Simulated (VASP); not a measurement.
Here is the system:

```
CELL_PARAMETERS angstrom
      0.00000     2.97000     2.97000
      2.97000     0.00000     2.97000
      2.97000     2.97000     0.00000
ATOMIC_POSITIONS crystal
  Pb 0.00000 0.00000 0.00000
  S  0.50000 0.50000 0.50000
```

Method: PBE GGA, VASP's PBE PAW potentials (set 64) (plane waves; VASP). Numerical set-up: 800 eV cut-off, 7×7×7 Γ-centred mesh, Gaussian smearing of 0.050 eV, potentials Pb_d S_h.

**Question.** Give the stress tensor in GPa (positive for a compressed cell).

**Answer.** 
```
1.89  0.00  0.00
0.00  1.89  0.00
0.00  0.00  1.89
```
The pressure is its mean diagonal, 1.89 GPa.

The compound is PbS in the rock salt structure. The cell was not relaxed at this level. The run is one of a series of settings (ENCUT = 800, POTCAR Pb_d S_h (PBE.64 set) against the base run), some of them coarse on purpose.
